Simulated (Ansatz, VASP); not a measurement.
# Cross-check of TaO2 (1T-TaO2 bilayer, AB) between VASP and Ansatz

Wanted: the spread between two codes on one cell, functional and k mesh. The cell is taken from a series of runs on this material, whose earlier steps may have relaxed, scaled, displaced or heated it; both programs get it as it stands.

Calculated with Ansatz 0.2.0; plane waves, with VASP 6.6.1 beside it; single point at LDA.

## Step 1: Starting point

The cell holds 6 atoms: 4 O and 2 Ta. Its edges and angles: a = 3.000 Å, b = 3.000 Å, c = 24.730 Å, α = 90.0°, β = 90.0°, γ = 120.0°. Vacuum lies along c.

## Step 2: VASP: single point, LDA

A single point gives forces, pressure and levels at one fixed geometry, so differences don't come from the geometry; what else differs is listed under the comparison.

Lines of VASP's logs that name or quote its potential files are left out, and so is its time.

INCAR reads:

```
SYSTEM = TaO2
PREC = Accurate
ENCUT = 520
EDIFF = 1E-06
NELM = 120
ISMEAR = -1
SIGMA = 0.02585
LREAL = .FALSE.
ALGO = Normal
GGA = PW92
NBANDS = 29
LASPH = .TRUE.
LORBIT = 11
LWAVE = .FALSE.
LCHARG = .FALSE.
ISIF = 2
LDIPOL = .TRUE.
IDIPOL = 3
DIPOL = 0.5 0.5 0.5
LVHAR = .TRUE.
GGA_COMPAT = .FALSE.
NELMDL = -8
KPAR = 2
```

POSCAR reads:

```
TaO2
1.0
    2.9995619600      0.0000000000      0.0000000000
   -1.4997809800      2.5976968576      0.0000000000
    0.0000000000      0.0000000000     24.7298747260
O Ta
4 2
Direct
    0.6666666666      0.3333333333      0.3639322924
    0.3333333333      0.6666666666      0.4528137372
    0.9999999999      1.0000000000      0.5471862628
    0.6666666666      0.3333333333      0.6360677076
    0.9999999999      1.0000000000      0.4084565196
    0.3333333333      0.6666666666      0.5915434804
```

KPOINTS reads:

```
Automatic mesh
0
Gamma
18 18 1
0 0 0
```

The projector-augmented-wave data sets are O and Ta_pv (LDA family, release 64).

Run with:

```
$ mpirun -np 2 vasp_std
```

Numbers of over 12 decimals in the logs are rounded to 6 here.

The program printed:

```text
[banner, memory and clock lines left out]
running    2 mpi-ranks, on    1 nodes
 distrk:  each k-point on    1 cores,    2 groups
 distr:  one band on    1 cores,    1 groups

 POSCAR found type information on POSCAR O Ta
 POSCAR found :  2 types and       6 ions
|                                                                             |
|               ----> ADVICE to this user running VASP <----                  |
|                                                                             |
|     You enforced a specific xc type in the INCAR file but a different       |
|     [... a line on the potential file left out ...]
|     I HOPE YOU KNOW WHAT YOU ARE DOING!                                     |
|                                                                             |

 LDA part: xc-table for (Slater(with rela. corr.)+PW92), standard interpolation
 POSCAR, INCAR and KPOINTS ok, starting setup
 FFT: planning ... GRIDC
 FFT: planning ... GRID_SOFT
 FFT: planning ... GRID
 WAVECAR not read
 entering main loop
       N       E                     dE             d eps       ncg     rms          rms(c)
DAV:   1     0.425360523974E+03    0.42536E+03   -0.24565E+04  2450   0.138E+03
DAV:   2    -0.329232933695E+02   -0.45828E+03   -0.44972E+03  2832   0.366E+02
DAV:   3    -0.710746990096E+02   -0.38151E+02   -0.37518E+02  2479   0.107E+02
DAV:   4    -0.721080074860E+02   -0.10333E+01   -0.10248E+01  2884   0.183E+01
DAV:   5    -0.721257788834E+02   -0.17771E-01   -0.17737E-01  2690   0.228E+00
DAV:   6    -0.721264407764E+02   -0.66189E-03   -0.66134E-03  2863   0.387E-01
DAV:   7    -0.721264599073E+02   -0.19131E-04   -0.19128E-04  2711   0.665E-02
DAV:   8    -0.721264608394E+02   -0.93215E-06   -0.93209E-06  2820   0.133E-02    0.411E+01
DAV:   9    -0.632892759205E+02    0.88372E+01   -0.58425E+01  2322   0.477E+01    0.186E+01
DAV:  10    -0.628456276645E+02    0.44365E+00   -0.59042E+00  2366   0.150E+01    0.101E+01
DAV:  11    -0.626483537869E+02    0.19727E+00   -0.69038E-01  2642   0.622E+00    0.665E-01
DAV:  12    -0.626488766629E+02   -0.52288E-03   -0.37987E-02  2573   0.132E+00    0.222E-01
DAV:  13    -0.626486483648E+02    0.22830E-03   -0.43023E-03  2607   0.519E-01    0.148E-01
DAV:  14    -0.626486353598E+02    0.13005E-04   -0.13812E-03  2652   0.258E-01    0.477E-02
[...]
DAV:  18    -0.626491347931E+02   -0.85564E-04   -0.15107E-05  2604   0.198E-02    0.453E-03
DAV:  19    -0.626491696485E+02   -0.34855E-04   -0.44732E-06  2311   0.975E-03    0.179E-03
DAV:  20    -0.626491990883E+02   -0.29440E-04   -0.14104E-06  1957   0.443E-03    0.127E-03
DAV:  21    -0.626492114891E+02   -0.12401E-04   -0.40822E-07  1674   0.298E-03    0.802E-04
DAV:  22    -0.626492202635E+02   -0.87744E-05   -0.56383E-07  1742   0.218E-03    0.704E-04
DAV:  23    -0.626492234900E+02   -0.32265E-05   -0.17898E-07  1608   0.212E-03    0.348E-04
DAV:  24    -0.626492253507E+02   -0.18607E-05   -0.11510E-07  1628   0.122E-03    0.444E-04
DAV:  25    -0.626492263140E+02   -0.96328E-06   -0.52267E-08  1628   0.105E-03
   1 F= -.62649226E+02 E0= -.62644889E+02  d E =-.867370E-02
```

Parts of OUTCAR (step 2):

```text
ion  position               nearest neighbor table
   1  0.667  0.333  0.364-   5 2.05   5 2.05   5 2.05
   2  0.333  0.667  0.453-   5 2.05   5 2.05   5 2.05
   3  1.000  0.000  0.547-   6 2.05   6 2.05   6 2.05
   4  0.667  0.333  0.636-   6 2.05   6 2.05   6 2.05
   5  1.000  0.000  0.408-   2 2.05   2 2.05   2 2.05   1 2.05   1 2.05   1 2.05
   6  0.333  0.667  0.592-   3 2.05   3 2.05   3 2.05   4 2.05   4 2.05   4 2.05

  LATTYP: Found a hexagonal cell.
 ALAT       =     2.9995619600
 C/A-ratio  =     8.2444953816

 Subroutine GETGRP returns: Found 12 space group operations
 (whereof  6 operations were pure point group operations)

The static configuration has the point symmetry C_3v.
 The point group associated with its full space group is D_3d.

 Found     37 irreducible k-points:

   k-points           NKPTS =     37   k-points in BZ     NKDIM =     37   number of bands    NBANDS=     29

   dimension x,y,z NGX =    24 NGY =   24 NGZ =  192
   dimension x,y,z NGXF=    48 NGYF=   48 NGZF=  384

   ENCUT  =  520.0 eV  38.22 Ry    6.18 a.u.   5.58  5.58 45.98*2*pi/ulx,y,z

   NELECT =      46.0000    total number of electrons

 k-points in reciprocal lattice and weights: Automatic mesh
   0.00000000  0.00000000  0.00000000       0.003
   0.05555556  0.00000000  0.00000000       0.019
   0.11111111  0.00000000  0.00000000       0.019
   0.16666667  0.00000000  0.00000000       0.019
   0.22222222  0.00000000  0.00000000       0.019
   0.27777778  0.00000000  0.00000000       0.019
   0.33333333 -0.00000000  0.00000000       0.019
   0.38888889 -0.00000000  0.00000000       0.019
   0.44444444  0.00000000  0.00000000       0.019
[...]
0.33333333  0.27777778  0.00000000       0.037
   0.33333333  0.33333333  0.00000000       0.006

 dipolmoment           0.000000      0.000000      0.000000 electrons x Angstroem

 average (electrostatic) potential at core
       1 -79.5260       2 -79.5703       3 -79.5703       4 -79.5260       5 -46.5315
       6 -46.5315

 E-fermi :  -1.4698

 k-point     1 :       0.0000    0.0000    0.0000
  band No.  band energies     occupation
    ...
     18      -5.6661      2.00000
     19      -5.6565      2.00000
     20      -5.6565      2.00000
     21      -5.5865      2.00000
     22      -5.5865      2.00000
     23      -1.3855      0.07387
     24      -1.3855      0.07387
     25      -1.3514      0.02028
     26      -1.3514      0.02028
     27       0.1488      0.00000
    ...

 k-point     2 :       0.0556    0.0000    0.0000
  band No.  band energies     occupation
    ...
     18      -5.8765      2.00000
     19      -5.7741      2.00000
     20      -5.7273      2.00000
     21      -5.6516      2.00000
     22      -5.5878      2.00000
     23      -1.3929      0.09706
     24      -1.3680      0.03817
     25      -1.2881      0.00177
     26      -1.2506      0.00042
     27       0.1632      0.00000
    ...

 k-point     3 :       0.1111    0.0000    0.0000
  band No.  band energies     occupation
    ...
     19      -6.1590      2.00000
     20      -5.9067      2.00000
     21      -5.8196      2.00000
     22      -5.4888      2.00000
     23      -1.4470      0.58624
     24      -1.4169      0.22867
     25      -1.0223      0.00000
     26      -0.9792      0.00000
     27       0.2006      0.00000
     28       0.4428      0.00000
    ...

  Total        0.6542301      0.6542301      0.4860387      0.0000000      0.0000000      0.0000000
  in kB        5.4396744      5.4396744      4.0412264      0.0000000      0.0000000      0.0000000
  external PRESSURE =       4.9735251 kB  Pullay stress =       0.0000000 kB

  energy-cutoff  :      520.00
  volume of cell :      192.69
      direct lattice vectors                 reciprocal lattice vectors
     2.999561960  0.000000000  0.000000000     0.333382012  0.192478194  0.000000000
    -1.499780980  2.597696858  0.000000000     0.000000000  0.384956388  0.000000000
     0.000000000  0.000000000 24.729874726     0.000000000  0.000000000  0.040436921

 POSITION                                       TOTAL-FORCE (eV/Angst)
 -----------------------------------------------------------------------------------
      1.49978      0.86590      9.00000        -0.000000      0.000000     -0.120654
     -0.00000      1.73180     11.19803        -0.000000      0.000000      0.120752
      2.99956      0.00000     13.53185         0.000000     -0.000000     -0.120752
      1.49978      0.86590     15.72987         0.000000     -0.000000      0.120654
      2.99956      0.00000     10.10108        -0.000000     -0.000000     -0.010667
     -0.00000      1.73180     14.62880         0.000000      0.000000      0.010667
 -----------------------------------------------------------------------------------
    total drift:                                0.000001      0.000000      0.000000

  FREE ENERGIE OF THE ION-ELECTRON SYSTEM (eV)
  ---------------------------------------------------
  free  energy   TOTEN  =       -62.6492263140 eV

  energy  without entropy=      -62.6405526111  energy(sigma->0) =      -62.64488946

 vacuum level on the upper side and lower side of the slab         3.922         3.922

 total charge
# of ion       s       p       d       tot
------------------------------------------
    1        1.563   3.465   0.000   5.028
    2        1.565   3.467   0.000   5.032
    3        1.565   3.467   0.000   5.032
    4        1.563   3.465   0.000   5.028
    5        0.323   6.300   2.323   8.946
    6        0.323   6.300   2.323   8.946
--------------------------------------------------
tot          6.903  26.462   4.647  38.012

[... 3 further parts left out ...]
```

## Step 3: Ansatz: single point, LDA

Ansatz runs on its default PAW (the set named soft_2) files.

The same cell, functional (in two slightly different forms), mesh and smearing now go to Ansatz, which takes its cutoff from its data sets.

input.yaml reads:

```yaml
crystal:
  lattice:
    - [2.99956196, 0.0, 0.0]
    - [-1.49978098, 2.5976968576, 0.0]
    - [0.0, 0.0, 24.729874726]
  atoms:
    - { symbol: O, position: [0.6666666667, 0.3333333333, 0.3639322924] }
    - { symbol: Ta, position: [0.0, 0.0, 0.4084565196] }
    - { symbol: O, position: [0.3333333333, 0.6666666667, 0.4528137372] }
    - { symbol: O, position: [0.0, 0.0, 0.5471862628] }
    - { symbol: Ta, position: [0.3333333333, 0.6666666667, 0.5915434804] }
    - { symbol: O, position: [0.6666666667, 0.3333333333, 0.6360677076] }
kpoints:
  mp_grid: { grid: [18, 18, 1] }
  band_path:
    path: [[0, 0, 0], [0.5, 0, 0], [0.33333333, 0.33333333, 0], [0, 0, 0]]
    npoints: 16
hamiltonian:
  xc: lda
scf:
  occupations: { method: fermi_dirac, width: 0.02585 }
  convergence: { dr2_threshold: 1.0e-10 }
efield:
  axis: 3
  dipole_correction: true
  ramp_position: 0.97
  ramp_width: 0.06
  amplitude: 0
output:
  dos: { projected: true, e_range: [-6, 5] }
  bader: true
  write_potential: true
  write_density: true
  volumetric_format: npy
  elf: true
```

Run with:

```
$ ansatz run input.yaml --threads 2 --pin off --max-ram 3072MiB --backend cpu --events-out ev --progress --plain --runs-dir out
```

The program printed:

```text
Engine: ansatz 0.2.0, aarch64-unknown-linux-gnu
Pseudopotentials: kind: paw
Pseudopotential: O, paw, valence charge 6, recommended cutoff 420 eV (normal), O.paw.azcp
Pseudopotential: Ta, paw, valence charge 13, recommended cutoff 420 eV (normal), Ta.paw.azcp
Functional definition: SPW92
  exchange = slater_x
  correlation = pw_c
Crystal: 6 atoms, lattice volume = 192.694 Å³
Basis set: ecut = 420 eV, 3647 PW (Γ)
Bands: 31, of which v1, the nominal top of the filled ones, is band 25 counted from 1 (24 counted from 0)
Symmetry: 6 space group operations
k-points: 37 of 324 (time reversal used)
Non-local potential: O, projectors of the file, l = 0: 2, l = 1: 2, l = 2: 1
Non-local potential: Ta, projectors of the file, l = 0: 3, l = 1: 2, l = 2: 2, l = 3: 1
PAW form: soft (Blöchl's): semilocal exchange-correlation on the pseudo side does not see the compensation charge
PAW frozen core: O, regenerated for the run's functional, and the local potential with it (the file was generated under x = pbe(κ = 0.804, μ = 0.219515), c = pbe(β = 0.066725))
PAW frozen core: Ta, regenerated for the run's functional, and the local potential with it (the file was generated under x = pbe(κ = 0.804, μ = 0.219515), c = pbe(β = 0.066725))
PAW one-centre angular grid: O, 110 points (default); XC on 64 Gauss nodes
PAW one-centre angular grid: Ta, 590 points (default); XC on 64 Gauss nodes
Initial density: superposition of atomic densities (neutral atoms: chi_scale 0, normalization atom), corrected by the library's trained network
Initial wavefunctions: pseudopotential atomic-orbital guess
Functional: x = slater, c = lda
SCF iter   1: F=—  HF=-21590.421276 eV  |F-HF|=—  |Δ(HF+E_count)|=         —  Δρ=1.51e-2  dr2=4.35e-1  ethr=1.77e-3  p=0.000 e·Å  D=3.48e-14 V/Å  ΔV_dip=-0.00 eV  dr2_dipole=2.13e-7  V_vac-E_F(+/−)=5.57/5.57 eV  ⟨swp⟩=9.3  Hψ=6514  notcnv=0  defer=2
efield: sawtooth ramp at fractional position 0.9700 (set: `efield.ramp_position`, or a place that a band, a saddle search or an elastic batch's reference lends), width 0.0600; the density the first Hamiltonian is built on has a dipole p = 0.000 e·Å; the dipole correction subtracts the counter field D = 3.48e-14 V/Å, which shifts the + side's vacuum level by -0.00 eV against the − side's; the planar-averaged density in the ramp window peaks in size at 4.3e-6 e/Å³
preconditioner: auto → LDOS  [metal: Δε(μ)=0.029 eV  Ē_g=11.047 eV  σ=0.026 eV  W_gap=0.26  n_scr=16 (ndim 8)  ℏωp=15.6 eV  f_vac=0.626  D(μ)=4.44/eV (n_scr^D=16)  β→1.0]
SCF iter   2: F=—  HF=-21590.342623 eV  |F-HF|=—  |Δ(HF+E_count)|=   7.87e-2  Δρ=6.92e-3  dr2=4.93e-2  ethr=8.71e-4  p=0.000 e·Å  D=4.92e-6 V/Å  ΔV_dip=-0.00 eV  dr2_dipole=7.13e-7  V_vac-E_F(+/−)=5.56/5.56 eV  ⟨swp⟩=2.4  Hψ=2177  notcnv=0  defer=30
SCF iter   3: F=—  HF=-21590.328011 eV  |F-HF|=—  |Δ(HF+E_count)|=   1.46e-2  Δρ=2.21e-3  dr2=9.44e-3  ethr=9.86e-5  p=0.000 e·Å  D=2.79e-5 V/Å  ΔV_dip=-0.00 eV  dr2_dipole=4.22e-9  V_vac-E_F(+/−)=5.38/5.38 eV  ⟨swp⟩=3.2  Hψ=2125  notcnv=0  defer=30
SCF iter   4: F=—  HF=-21590.326199 eV  |F-HF|=—  |Δ(HF+E_count)|=   1.81e-3  Δρ=5.74e-4  dr2=8.18e-4  ethr=1.89e-5  p=0.000 e·Å  D=1.32e-6 V/Å  ΔV_dip=-0.00 eV  dr2_dipole=1.44e-8  V_vac-E_F(+/−)=5.37/5.37 eV  ⟨swp⟩=2.0  Hψ=1865  notcnv=0  defer=30
SCF iter   5: F=—  HF=-21590.326101 eV  |F-HF|=—  |Δ(HF+E_count)|=   9.81e-5  Δρ=9.19e-5  dr2=1.56e-5  ethr=1.64e-6  p=0.000 e·Å  D=7.23e-6 V/Å  ΔV_dip=-0.00 eV  dr2_dipole=2.20e-9  V_vac-E_F(+/−)=5.35/5.35 eV  ⟨swp⟩=2.2  Hψ=1780  notcnv=0  defer=30
SCF iter   6: F=—  HF=-21590.326102 eV  |F-HF|=—  |Δ(HF+E_count)|=   1.67e-6  Δρ=2.83e-5  dr2=1.54e-6  ethr=3.12e-8  p=-0.000 e·Å  D=-1.53e-6 V/Å  ΔV_dip=0.00 eV  dr2_dipole=1.67e-11  V_vac-E_F(+/−)=5.35/5.35 eV  ⟨swp⟩=3.1  Hψ=2558  notcnv=0  defer=30
SCF iter   7: F=—  HF=-21590.326154 eV  |F-HF|=—  |Δ(HF+E_count)|=   5.18e-5  Δρ=5.69e-6  dr2=4.19e-8  ethr=3.09e-9  p=0.000 e·Å  D=9.07e-7 V/Å  ΔV_dip=-0.00 eV  dr2_dipole=1.06e-12  V_vac-E_F(+/−)=5.35/5.35 eV  ⟨swp⟩=2.1  Hψ=1743  notcnv=0  defer=30
SCF iter   8: F=—  HF=-21590.326154 eV  |F-HF|=—  |Δ(HF+E_count)|=   1.93e-8  Δρ=1.33e-6  dr2=2.36e-9  ethr=8.39e-11  p=-0.000 e·Å  D=-5.25e-8 V/Å  ΔV_dip=0.00 eV  dr2_dipole=1.64e-13  V_vac-E_F(+/−)=5.35/5.35 eV  ⟨swp⟩=3.6  Hψ=2646  notcnv=0  defer=30
SCF iter   9: F=—  HF=-21590.326154 eV  |F-HF|=—  |Δ(HF+E_count)|=   2.12e-9  Δρ=3.44e-7  dr2=1.59e-10  ethr=4.72e-12  p=0.000 e·Å  D=4.28e-8 V/Å  ΔV_dip=-0.00 eV  dr2_dipole=1.58e-13  V_vac-E_F(+/−)=5.35/5.35 eV  ⟨swp⟩=2.2  Hψ=2086  notcnv=0  defer=30
SCF iter  10: F=-21590.326154 eV  HF=-21590.326154 eV  |F-HF|=1.46e-11  |Δ(HF+E_count)|=  5.09e-11  Δρ=8.69e-8  dr2=1.09e-11  ethr=1.00e-12  p=0.000 e·Å  D=2.73e-8 V/Å  ΔV_dip=-0.00 eV  dr2_dipole=4.67e-14  V_vac-E_F(+/−)=5.35/5.35 eV  ⟨swp⟩=10.5  Hψ=3637  notcnv=0
SCF 1 converged in 10 iterations: F = -21590.326154 eV  dr2 = 1.09e-11
  greatest PAW one-centre occupation: 1.000 electrons in one spin orbital (limit 2), on the Ta atom at site 4 (counted from 0), in its partial waves of l = 0
NSCF: frozen V_eff on 49 k-points
efield: sawtooth ramp at fractional position 0.9700 (kept from the solve that this one continues, or follows in the run), width 0.0600; the density the first Hamiltonian is built on has a dipole p = 0.000 e·Å; the dipole correction subtracts the counter field D = 2.73e-8 V/Å, which shifts the + side's vacuum level by -0.00 eV against the − side's; the planar-averaged density in the ramp window peaks in size at 2.3e-6 e/Å³
WARN: The output density's exchange-correlation potential varies sharply where the density is thin. Do not read a vacuum level from v_tot or v_xc, or from such a field of the output density. On a cell that repeats whose density bears no net charge and no dipole along the vacuum's axis use v_es (v_loc + v_h of the components); under efield.dipole_correction with no amplitude use v_es + v_field, which holds any externa [...]
SCF converged after 10 iterations
Free energy (F): -21590.326154 eV
Harris-Foulkes:  -21590.326154 eV  (|F-HF|=1.46e-11)
Internal energy: -21590.317859 eV  (E = F + TS)
E sigma→0 (E₀):  -21590.322006 eV
Entropy (-TS):   -0.008296 eV (-1.383 meV/atom)
Fermi energy:    1.449963 eV
Dipole field:    D = 0.000000 V/Å  (p = 0.000000 e·Å, saw-weighted, corrected)
Work function:   Φ+ = 5.3460 eV   Φ− = 5.3460 eV
Levels:          The Fermi level and band energies are counted from a zero that moves with the ramp; work functions are not
--- Per-component energies (eV) ---
  E_band       = -953.724765
  E_kinetic    = 1431.789696
  E_local      = -55197.518180  (includes V_loc(G=0)·N_el)
  E_nonlocal   = 240.034007
  E_hartree    = 26868.051848
  E_xc         = -723.255029
  E_vxc        = -780.416045  (∫ρ·V_xc dr)
  E_paw        = -16886.775685  (= ΣΔE_a)
  E_vpaw       = -383.728633  (= ΣTr[D̂ρ^β])
  E_aug_tail   = 0.010359  (compensation charges beyond the density's cutoff)
  E_efield     = 0.000000  (sawtooth field / dipole correction)
  E_vefield    = 0.000000  (∫n·V_field dr)
  E_ewald      = 22676.439633
  E_core_change = 0.905492  (= ΣΔE_core)
  E_smearing   = -0.008296  (= −TS)
  E_closure    = 0.000000  (closes the sum)
  Σ components = -21590.326154   (vs F -21590.326154, Δ=0.00e0)
--- Band table (eV; the first three rows and the last of 37) ---
  k-point 0: bands = [... 21 lower, -2.7587, -2.6889, -2.6889, 1.5462, 1.5462, 1.5804, 1.5804, 3.0538, ... 2 higher]
  k-point 1: bands = [... 21 lower, -2.8291, -2.7537, -2.6957, 1.5375, 1.5623, 1.6429, 1.6803, 3.0691, ... 2 higher]
  k-point 2: bands = [... 21 lower, -3.0079, -2.9211, -2.5993, 1.4803, 1.5095, 1.9072, 1.9501, 3.1091, ... 2 higher]
  k-point 36: bands = [... 21 lower, -4.0896, -3.3300, -3.3300, 2.3348, 2.3348, 2.9674, 3.0053, 3.0262, ... 2 higher]
--- Bader charges: 6 sites ---
  site symbol  charge [e]  shift [e]
     0      O     -1.1984     0.0019
     1     Ta      2.3996     0.0039
     2      O     -1.2012     0.0020
     3      O     -1.2012     0.0020
     4     Ta      2.3996     0.0039
     5      O     -1.1984     0.0019
  estimated error of the sums over rays = 7.0e-4 e
```

## Step 4: Side by side

Known differences besides the potentials themselves: the data sets hold 50 valence electrons in Ansatz (on its default PAW (the set named soft_2) files) and 46 in VASP; the cutoff is 420 eV in Ansatz and 520 eV in VASP; VASP's log shows a relativistic correction to its local exchange, Ansatz's none. Total energies have different zeros and are not compared.

The two programs side by side:

```tsv
quantity	Ansatz	VASP	difference
work function, lower of the two faces (eV)	5.35	5.39	-0.05
work function, higher of the two faces (eV)	5.35	5.39	-0.05
```

With vacuum in the cell, a pressure given here is an average over mostly empty space and none of the material.

## Step 5: Results

```json
{
  "difference in work function, lower of the two faces (single point, LDA)": "-0.046 eV"
}
```

In words: The difference in work function, lower of the two faces is -0.046 eV (single point, LDA). The data sets hold unlike numbers of valence electrons (50 in Ansatz and 46 in VASP), so part of the differences comes from the potentials. How closely two codes agree says nothing of how well the functional describes the real material.

[Lines on the potential files, build, host, timing and source positions are cut from VASP's logs without a mark.]

[Logs are printed without paths, hosts, clocks, repeated set-up lines and the standing remarks that a program may print on its own settings, such as how far it seeks lower states.]

[Hosts, paths, dates, database ids (printed as entryN), source tags and the programs' standing remarks are cut or masked in the printed files.]
